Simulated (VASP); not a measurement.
Data:

```yaml
crystal:
  lattice:
    - [2.88417, 0.00000, 0.00000]
    - [0.00000, 2.88417, 0.00000]
    - [0.00000, 0.00000, 2.88417]
  atoms:
    - { symbol: Al, position: [0.50000, 0.50000, 0.50000] }
    - { symbol: Fe, position: [0.00000, 0.00000, 0.00000] }
```

Computed with revPBE GGA, VASP's PBE PAW potentials (set 64) (plane waves; VASP). Numerical set-up: 520 eV cut-off, 13×13×13 Γ-centred mesh, first-order Methfessel-Paxton smearing of 0.10 eV, potentials Al Fe.

### Question
Give the energy at these volumes per atom, relative to the lowest: 11.27, 11.63, 11.99, 12.35, 12.71 Å³.

### Answer
26.3, 6.3, 0.0, 5.4, 20.7 meV/atom. A third-order Birch-Murnaghan fit gives B0 = 173 GPa and B0′ = 4.3.

Measured: bulk modulus 152 GPa (computed value off by +13.6 %), as given by Yamada et al., (2019), arXiv:1910.09660; a 2.910 Å (computed value off by -0.9 %), as given by Yibo Liu et al., IUCrData (2023), doi:10.1107/s2414314623010659. The calculation is for a static lattice, while the measured bulk modulus, a hold thermal and zero-point effects, which are part of the difference.

The compound is FeAl in the CsCl type structure. It was relaxed first. The run is not spin-polarised, so no magnetic state was tried.
